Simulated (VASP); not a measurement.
## Ruthenium: cell size and functional

Which functional gives which lattice for Ruthenium? The starting structure is a measured crystal structure from the Crystallography Open Database. The first relaxation on each setting starts from this cell expanded by 3 % in volume.

Method: Kohn-Sham DFT with plane waves and PAW; PBEsol, LDA, PBE, PBEsol + D3(BJ), r2SCAN, r2SCAN + rVV10, vdW-DF-cx and BLYP, in VASP 6.6.1.

## Step 1: Starting point

It takes space group P6_3/mmc (No. 194, hexagonal). Conventional cell: a = 2.706 Å, b = 2.706 Å, c = 4.282 Å, α = 90.00°, β = 90.00°, γ = 120.00°. Ru has 12 Ru at 2.65 to 2.71 Å nearest.

## Step 2: Relaxation with PBEsol

PBEsol restores the gradient expansion of exchange and is tuned for the cells of solids. This run starts from the cell of an earlier relaxation, which isn't shown; the restart sets up the plane waves anew.

Contents of INCAR:

```
SYSTEM = Ru
PREC = Accurate
ENCUT = 450
EDIFF = 1E-06
NELM = 100
ISMEAR = 1
SIGMA = 0.15
LREAL = .FALSE.
ALGO = Normal
GGA = PS
NBANDS = 20
LASPH = .TRUE.
LORBIT = 11
LWAVE = .FALSE.
LCHARG = .FALSE.
KPAR = 8
IBRION = 2
NSW = 50
ISIF = 3
EDIFFG = -0.006
```

Contents of POSCAR:

```
Ru
1.0
    2.6887417407      0.0000000000      0.0000000000
   -1.3443708704      2.3285186518      0.0000000000
    0.0000000000      0.0000000000      4.2527722423
Ru
2
Direct
    0.6666666667      0.3333333333      0.7500000000
    0.3333333333      0.6666666667      0.2500000000
```

Contents of KPOINTS:

```
Automatic mesh
0
Gamma
18 18 10
0 0 0
```

Potentials, in the order of the species: Ru_pv (PBE family, release 64).

On the command line:

```bash
$ mpirun -np 8 vasp_std
```

Output:

```text
[banner, memory and clock lines left out]
running    8 mpi-ranks, on    1 nodes
 distrk:  each k-point on    1 cores,    8 groups
 distr:  one band on    1 cores,    1 groups

 POSCAR found type information on POSCAR Ru
 POSCAR found :  1 types and       2 ions
|                                                                             |
|           W    W    AA    RRRRR   N    N  II  N    N   GGGG   !!!           |
|           W    W   A  A   R    R  NN   N  II  NN   N  G    G  !!!           |
|           W    W  A    A  R    R  N N  N  II  N N  N  G       !!!           |
|           W WW W  AAAAAA  RRRRR   N  N N  II  N  N N  G  GGG   !            |
|           WW  WW  A    A  R   R   N   NN  II  N   NN  G    G                |
|           W    W  A    A  R    R  N    N  II  N    N   GGGG   !!!           |
|                                                                             |
|     For optimal performance we recommend to set                             |
|       NCORE = 2 up to number-of-cores-per-socket                            |
|     NCORE specifies how many cores store one orbital (NPAR=cpu/NCORE).      |
|     This setting can greatly improve the performance of VASP for DFT.       |
|     The default, NCORE=1 might be grossly inefficient on modern             |
|     multi-core architectures or massively parallel machines. Do your        |
|     Unfortunately you need to use the default for GW and RPA                |
|     calculations (for HF NCORE is supported but not extensively tested      |
|     yet).                                                                   |
|                                                                             |

|                                                                             |
|               ----> ADVICE to this user running VASP <----                  |
|                                                                             |
|     You enforced a specific xc type in the INCAR file but a different       |
|     [... a line on the potential file left out ...]
|     I HOPE YOU KNOW WHAT YOU ARE DOING!                                     |
|                                                                             |

 LDA part: xc-table for (Slater+PW92), standard interpolation
 POSCAR, INCAR and KPOINTS ok, starting setup
 FFT: planning ... GRIDC
 FFT: planning ... GRID_SOFT
 FFT: planning ... GRID
 WAVECAR not read
 entering main loop
       N       E                     dE             d eps       ncg     rms          rms(c)
DAV:   1     0.261761982963E+03    0.26176E+03   -0.16405E+04  8888   0.141E+03
DAV:   2    -0.165594943277E+02   -0.27832E+03   -0.27051E+03  9144   0.434E+02
DAV:   3    -0.218853223152E+02   -0.53258E+01   -0.52837E+01 10096   0.673E+01
DAV:   4    -0.219282711653E+02   -0.42949E-01   -0.42905E-01 11624   0.571E+00
DAV:   5    -0.219288998452E+02   -0.62868E-03   -0.62685E-03  9932   0.571E-01    0.202E+01
DAV:   6    -0.204390742398E+02    0.14898E+01   -0.34122E+00 10412   0.186E+01    0.528E+00
DAV:   7    -0.203504969307E+02    0.88577E-01   -0.61866E-01 10172   0.574E+00    0.993E-01
DAV:   8    -0.203421473759E+02    0.83496E-02   -0.23892E-02  9940   0.121E+00    0.424E-01
DAV:   9    -0.203405644132E+02    0.15830E-02   -0.25817E-03 10148   0.572E-01    0.442E-02
DAV:  10    -0.203405512153E+02    0.13198E-04   -0.17861E-04 10016   0.136E-01    0.254E-02
DAV:  11    -0.203405524443E+02   -0.12290E-05   -0.51863E-06 10296   0.217E-02    0.136E-03
DAV:  12    -0.203405525115E+02   -0.67253E-07   -0.25597E-07  6068   0.477E-03
   1 F= -.20340553E+02 E0= -.20340240E+02  d E =-.203406E+02
 curvature:   0.00 expect dE= 0.000E+00 dE for cont linesearch  0.000E+00
 trial: gam= 0.00000 g(F)=  0.101E-46 g(S)=  0.103E-04 ort = 0.000E+00 (trialstep = 0.100E+01)
 search vector abs. value=  0.103E-04
 bond charge predicted
       N       E                     dE             d eps       ncg     rms          rms(c)
DAV:   1    -0.203407210799E+02   -0.16864E-03   -0.46343E-03  9256   0.670E-01    0.109E-01
DAV:   2    -0.203405562609E+02    0.16482E-03   -0.40153E-04  9492   0.196E-01    0.235E-02
DAV:   3    -0.203405462676E+02    0.99933E-05   -0.35296E-05  9868   0.496E-02    0.111E-02
DAV:   4    -0.203405478229E+02   -0.15553E-05   -0.24889E-06  8316   0.132E-02    0.276E-03
DAV:   5    -0.203405481742E+02   -0.35136E-06   -0.40487E-07  5552   0.612E-03
   2 F= -.20340548E+02 E0= -.20340234E+02  d E =0.433729E-05
 trial-energy change:    0.000004  1 .order    0.000006   -0.000010    0.000022
 step:   0.3171(harm=  0.3171)  dis= 0.00000  next Energy=   -20.340554 (dE=-0.164E-05)
 bond charge predicted
       N       E                     dE             d eps       ncg     rms          rms(c)
DAV:   1    -0.203406355862E+02   -0.87763E-04   -0.21448E-03  9132   0.456E-01    0.740E-02
DAV:   2    -0.203405606397E+02    0.74946E-04   -0.18725E-04  9192   0.134E-01    0.160E-02
DAV:   3    -0.203405551434E+02    0.54963E-05   -0.16379E-05  9640   0.337E-02    0.761E-03
DAV:   4    -0.203405544782E+02    0.66520E-06   -0.11371E-06  5724   0.901E-03
   3 F= -.20340554E+02 E0= -.20340241E+02  d E =-.196669E-05
 curvature:  -0.16 expect dE=-0.103E-05 dE for cont linesearch -0.211E-06
 trial: gam= 0.00000 g(F)=  0.235E-46 g(S)=  0.649E-05 ort =-0.371E-05 (trialstep = 0.863E+00)
 search vector abs. value=  0.649E-05
 reached required accuracy - stopping structural energy minimisation
```

Wall time 11 s (8 MPI ranks of Intel Xeon 6975P-C (Granite Rapids), shared host); peak memory 1.5 GiB; 75 s of CPU time.

Lines that name or quote the potential files are left out of all logs, and their timing lines are given in words.

Parts of OUTCAR (step 2):

```text
ion  position               nearest neighbor table
   1  0.667  0.333  0.750-   2 2.63   2 2.63   2 2.63   2 2.63   2 2.63   2 2.63
   2  0.333  0.667  0.250-   1 2.63   1 2.63   1 2.63   1 2.63   1 2.63   1 2.63

  LATTYP: Found a hexagonal cell.
 ALAT       =     2.6887417407
 C/A-ratio  =     1.5816960692

 Subroutine GETGRP returns: Found 24 space group operations
 (whereof 12 operations were pure point group operations)

The static configuration has the point symmetry D_3d.
 The point group associated with its full space group is D_6h.

 Found    222 irreducible k-points:

   k-points           NKPTS =    222   k-points in BZ     NKDIM =    222   number of bands    NBANDS=     20

   dimension x,y,z NGX =    20 NGY =   20 NGZ =   30
   dimension x,y,z NGXF=    40 NGYF=   40 NGZF=   60

   ENCUT  =  450.0 eV  33.07 Ry    5.75 a.u.   4.65  4.65  7.36*2*pi/ulx,y,z

   NELECT =      28.0000    total number of electrons

 k-points in reciprocal lattice and weights: Automatic mesh
   0.00000000  0.00000000  0.00000000       0.000
   0.05555556 -0.00000000  0.00000000       0.002
   0.11111111 -0.00000000  0.00000000       0.002
   0.16666667  0.00000000  0.00000000       0.002
   0.22222222 -0.00000000  0.00000000       0.002
   0.27777778  0.00000000  0.00000000       0.002
   0.33333333  0.00000000  0.00000000       0.002
   0.38888889  0.00000000  0.00000000       0.002
   0.44444444 -0.00000000  0.00000000       0.002
[...]
0.33333333  0.27777778  0.50000000       0.004
   0.33333333  0.33333333  0.50000000       0.001

 average (electrostatic) potential at core
       1 -66.7874       2 -66.7874

 E-fermi :  13.0562

 k-point     1 :       0.0000    0.0000    0.0000
  band No.  band energies     occupation
    ...
     11      10.5705      2.00000
     12      11.0910      2.00000
     13      11.0910      2.00000
     14      11.6297      2.00000
     15      11.6297      2.00000
     16      14.2960     -0.00000
     17      14.2960     -0.00000
     18      14.3299     -0.00000
     19      23.2865      0.00000
     20      23.3279      0.00000

 k-point     2 :       0.0556   -0.0000    0.0000
  band No.  band energies     occupation
    ...
     11      10.7915      2.00000
     12      11.0377      2.00000
     13      11.1794      2.00000
     14      11.5134      2.00000
     15      11.5552      2.00000
     16      13.1763      0.01945
     17      14.3433     -0.00000
     18      15.6069     -0.00000
     19      23.2845      0.00000
     20      23.3277      0.00000

 k-point     3 :       0.1111   -0.0000    0.0000
  band No.  band energies     occupation
    ...
     12      11.0832      2.00000
     13      11.1348      2.00000
     14      11.3566      2.00000
     15      11.4401      2.00000
     16      12.3520      2.00000
     17      14.4634     -0.00000
     18      16.9903      0.00000
     19      23.2766      0.00000
     20      23.3277      0.00000

  Total        0.0105541      0.0105541      0.0067933     -0.0000000     -0.0000000     -0.0000000
  in kB        0.6351927      0.6351927      0.4088495     -0.0000000     -0.0000000     -0.0000000
  external PRESSURE =       0.5597450 kB  Pullay stress =       0.0000000 kB

  energy-cutoff  :      450.00
  volume of cell :       26.62
      direct lattice vectors                 reciprocal lattice vectors
     2.688728653  0.000000000 -0.000000000     0.371922990  0.214729838  0.000000000
    -1.344364327  2.328507318  0.000000000    -0.000000000  0.429459677  0.000000000
     0.000000000  0.000000000  4.252099214     0.000000000 -0.000000000  0.235177956

 POSITION                                       TOTAL-FORCE (eV/Angst)
 -----------------------------------------------------------------------------------
      1.34436      0.77617      3.18907        -0.000000      0.000000      0.000000
     -0.00000      1.55234      1.06302         0.000000     -0.000000      0.000000
 -----------------------------------------------------------------------------------
    total drift:                               -0.000000      0.000000     -0.000000

  FREE ENERGIE OF THE ION-ELECTRON SYSTEM (eV)
  ---------------------------------------------------
  free  energy   TOTEN  =       -20.3405544782 eV

  energy  without entropy=      -20.3396154928  energy(sigma->0) =      -20.34024148

 reached required accuracy - stopping structural energy minimisation

 total charge
# of ion       s       p       d       tot
------------------------------------------
    1        0.412   6.329   5.966  12.706
    2        0.412   6.329   5.966  12.706
--------------------------------------------------
tot          0.823  12.658  11.931  25.413

[... 3 further parts left out ...]
```

The PAW data sets were made with PBE, which is usual practice but a small mismatch for other functionals. The run keeps the 24 symmetry operations of its start, so it cannot find a distortion of lower symmetry.

With PBEsol the relaxed cell holds 13.311 Å³ an atom, -1.95 % against the measured cell, with a = 2.689 Å and c = 4.252 Å. Pressures at 0.985 and 1.015 times this volume, from two more relaxations that aren't shown, give a bulk modulus of 349.8 GPa.

## Step 3: Relaxation with LDA

LDA, the lowest rung, knows the local density alone. This run starts from the cell of an earlier relaxation, which isn't shown; the restart sets up the plane waves anew.

Edit INCAR of step 2 so:

```diff
@@ -9,3 +9,3 @@
 ALGO = Normal
-GGA = PS
+GGA = CA
 NBANDS = 20
```

Contents of POSCAR:

```
Ru
1.0
    2.6759981859      0.0000000000      0.0000000000
   -1.3379990929      2.3174824095      0.0000000000
    0.0000000000      0.0000000000      4.2306251289
Ru
2
Direct
    0.6666666667      0.3333333333      0.7500000000
    0.3333333333      0.6666666667      0.2500000000
```

KPOINTS is that of step 2.

PAW data sets: Ru_pv (LDA family, release 64).

On the command line:

```bash
$ mpirun -np 8 vasp_std
```

Output:

```text
[banner, memory and clock lines left out]
running    8 mpi-ranks, on    1 nodes
[...]
[... a notice as in an earlier step ...]

 LDA part: xc-table for (Slater(with rela. corr.)+CA(PZ))
 , standard interpolation
 POSCAR, INCAR and KPOINTS ok, starting setup
[...]
entering main loop
       N       E                     dE             d eps       ncg     rms          rms(c)
DAV:   1     0.263350810256E+03    0.26335E+03   -0.16346E+04  8928   0.141E+03
DAV:   2    -0.173545870069E+02   -0.28071E+03   -0.27280E+03  9160   0.437E+02
DAV:   3    -0.227955630001E+02   -0.54410E+01   -0.53960E+01 10180   0.683E+01
DAV:   4    -0.228412387223E+02   -0.45676E-01   -0.45610E-01 11456   0.588E+00
[...]
DAV:  10    -0.213893985841E+02   -0.18588E-04   -0.98637E-05 10012   0.101E-01    0.230E-02
DAV:  11    -0.213893961753E+02    0.24088E-05   -0.16751E-05  9948   0.398E-02    0.105E-03
DAV:  12    -0.213893961502E+02    0.25005E-07   -0.20079E-07  5988   0.429E-03
   1 F= -.21389396E+02 E0= -.21389087E+02  d E =-.213894E+02
[...]
DAV:   2    -0.213893835305E+02    0.57407E-03   -0.16750E-03  9156   0.399E-01    0.340E-02
DAV:   3    -0.213893685019E+02    0.15029E-04   -0.93647E-05  9568   0.862E-02    0.206E-02
DAV:   4    -0.213893730747E+02   -0.45728E-05   -0.56453E-06 10092   0.196E-02    0.279E-03
DAV:   5    -0.213893730937E+02   -0.19004E-07   -0.54733E-07  5180   0.746E-03
   2 F= -.21389373E+02 E0= -.21389064E+02  d E =0.230565E-04
 trial-energy change:    0.000023  1 .order    0.000024   -0.000018    0.000067
 step:   0.2157(harm=  0.2157)  dis= 0.00000  next Energy=   -21.389398 (dE=-0.198E-05)
[...]
N       E                     dE             d eps       ncg     rms          rms(c)
DAV:   1    -0.213897579279E+02   -0.38485E-03   -0.78677E-03  8968   0.100E+00    0.168E-01
DAV:   2    -0.213894048946E+02    0.35303E-03   -0.10328E-03  8928   0.313E-01    0.268E-02
DAV:   3    -0.213893956034E+02    0.92912E-05   -0.57487E-05  9196   0.676E-02    0.160E-02
DAV:   4    -0.213893980359E+02   -0.24325E-05   -0.35048E-06  9768   0.155E-02    0.224E-03
DAV:   5    -0.213893980236E+02    0.12310E-07   -0.31043E-07  4900   0.564E-03
   3 F= -.21389398E+02 E0= -.21389089E+02  d E =-.187337E-05
[...]
reached required accuracy - stopping structural energy minimisation
```

Elapsed: 11 s, on 8 MPI ranks; peak memory 1.4 GiB; 71 s of CPU time.

OUTCAR, selected parts (step 3):

```text
  Total       -0.0026916     -0.0026916     -0.0027042     -0.0000000      0.0000000      0.0000000
  in kB       -0.1644086     -0.1644086     -0.1651772     -0.0000000      0.0000000      0.0000000
  external PRESSURE =      -0.1646648 kB  Pullay stress =       0.0000000 kB

 POSITION                                       TOTAL-FORCE (eV/Angst)
 -----------------------------------------------------------------------------------
      1.33789      0.77243      3.17269        -0.000000     -0.000000      0.000000
     -0.00000      1.54486      1.05756         0.000000      0.000000      0.000000
 -----------------------------------------------------------------------------------
    total drift:                                0.000000     -0.000000      0.000000

  FREE ENERGIE OF THE ION-ELECTRON SYSTEM (eV)
  ---------------------------------------------------
  free  energy   TOTEN  =       -21.3893980236 eV

  energy  without entropy=      -21.3884701819  energy(sigma->0) =      -21.38908874

[... 2 parts as in an earlier step ...]

[... 2 further parts left out ...]
[key lines of the parts left out:]
E-fermi :  13.3336
```

With LDA the relaxed cell holds 13.115 Å³ an atom, -3.39 % against the measured cell, with a = 2.676 Å and c = 4.230 Å. That is -1.47 % from PBEsol. Pressures at 0.985 and 1.015 times this volume, from two more relaxations that aren't shown, give a bulk modulus of 367.7 GPa.

## Step 4: Relaxation with PBE

PBE, the usual starting point, adds the gradient of the density. This run starts from the cell of an earlier relaxation, which isn't shown; the restart sets up the plane waves anew.

Edit INCAR of step 3 so:

```diff
@@ -9,3 +9,3 @@
 ALGO = Normal
-GGA = CA
+GGA = PE
 NBANDS = 20
```

Contents of POSCAR:

```
Ru
1.0
    2.7191614614      0.0000000000      0.0000000000
   -1.3595807307      2.3548629026      0.0000000000
    0.0000000000      0.0000000000      4.2969301637
Ru
2
Direct
    0.6666666667      0.3333333333      0.7500000000
    0.3333333333      0.6666666667      0.2500000000
```

KPOINTS is that of step 3.

Potentials, in the order of the species: Ru_pv (PBE family, release 64).

On the command line:

```bash
$ mpirun -np 8 vasp_std
```

Output:

```text
[banner, memory and clock lines left out]
running    8 mpi-ranks, on    1 nodes
[...]
[... a notice as in an earlier step ...]

 LDA part: xc-table for (Slater+PW92), standard interpolation
 POSCAR, INCAR and KPOINTS ok, starting setup
[...]
entering main loop
       N       E                     dE             d eps       ncg     rms          rms(c)
DAV:   1     0.266009935332E+03    0.26601E+03   -0.16543E+04  8960   0.140E+03
DAV:   2    -0.143855757396E+02   -0.28040E+03   -0.27236E+03  9172   0.435E+02
DAV:   3    -0.197806597763E+02   -0.53951E+01   -0.53568E+01 10116   0.675E+01
DAV:   4    -0.198244637049E+02   -0.43804E-01   -0.43768E-01 11688   0.570E+00
[...]
DAV:  10    -0.184672174834E+02   -0.57631E-05   -0.95103E-05  9908   0.101E-01    0.258E-02
DAV:  11    -0.184672123577E+02    0.51257E-05   -0.17715E-05 10144   0.401E-02    0.133E-03
DAV:  12    -0.184672123837E+02   -0.26051E-07   -0.14542E-07  6172   0.343E-03
   1 F= -.18467212E+02 E0= -.18466879E+02  d E =-.184672E+02
[...]
DAV:   2    -0.184672017599E+02    0.42229E-03   -0.12020E-03  9628   0.337E-01    0.285E-02
DAV:   3    -0.184671939447E+02    0.78153E-05   -0.64801E-05  9760   0.697E-02    0.161E-02
DAV:   4    -0.184672012941E+02   -0.73494E-05   -0.43683E-06 10100   0.184E-02    0.253E-03
DAV:   5    -0.184672014536E+02   -0.15951E-06   -0.47816E-07  5560   0.658E-03
   2 F= -.18467201E+02 E0= -.18466868E+02  d E =0.109301E-04
 trial-energy change:    0.000011  1 .order    0.000014   -0.000014    0.000043
 step:   0.2455(harm=  0.2455)  dis= 0.00000  next Energy=   -18.467214 (dE=-0.171E-05)
[...]
N       E                     dE             d eps       ncg     rms          rms(c)
DAV:   1    -0.184674572623E+02   -0.25597E-03   -0.51964E-03  9320   0.795E-01    0.127E-01
DAV:   2    -0.184672227035E+02    0.23456E-03   -0.68588E-04  9236   0.254E-01    0.215E-02
DAV:   3    -0.184672155521E+02    0.71514E-05   -0.36535E-05  9620   0.523E-02    0.120E-02
DAV:   4    -0.184672145393E+02    0.10128E-05   -0.24639E-06  8928   0.139E-02    0.189E-03
DAV:   5    -0.184672145317E+02    0.75429E-08   -0.27156E-07  5460   0.494E-03
   3 F= -.18467215E+02 E0= -.18466881E+02  d E =-.214800E-05
[...]
reached required accuracy - stopping structural energy minimisation
```

It took 14 s on 8 MPI ranks; peak memory 1.5 GiB; 94 s of CPU time.

Parts of OUTCAR (step 4):

```text
  Total       -0.0022239     -0.0022239     -0.0071654      0.0000000      0.0000000      0.0000000
  in kB       -0.1295304     -0.1295304     -0.4173414      0.0000000      0.0000000      0.0000000
  external PRESSURE =      -0.2254674 kB  Pullay stress =       0.0000000 kB

 POSITION                                       TOTAL-FORCE (eV/Angst)
 -----------------------------------------------------------------------------------
      1.35950      0.78491      3.22233         0.000000     -0.000000      0.000000
     -0.00000      1.56981      1.07411        -0.000000      0.000000      0.000000
 -----------------------------------------------------------------------------------
    total drift:                               -0.000000      0.000000     -0.000000

  FREE ENERGIE OF THE ION-ELECTRON SYSTEM (eV)
  ---------------------------------------------------
  free  energy   TOTEN  =       -18.4672145317 eV

  energy  without entropy=      -18.4662141376  energy(sigma->0) =      -18.46688107

[... 2 parts as in an earlier step ...]

[... 2 further parts left out ...]
[key lines of the parts left out:]
E-fermi :  12.5973
```

With PBE the relaxed cell holds 13.754 Å³ an atom, +1.32 % against the measured cell, with a = 2.719 Å and c = 4.296 Å. That is +3.33 % from PBEsol. Pressures at 0.985 and 1.015 times this volume, from two more relaxations that aren't shown, give a bulk modulus of 313.2 GPa.

(Part 1 of 3 ends here.)

[Lines on the potential files, build, host, timing and source positions are cut from VASP's logs without a mark.]

[Logs are printed without paths, hosts, clocks, repeated set-up lines and the standing remarks that a program may print on its own settings, such as how far it seeks lower states.]

[Hosts, paths, dates, database ids (printed as entryN), source tags and the programs' standing remarks are cut or masked in the printed files.]
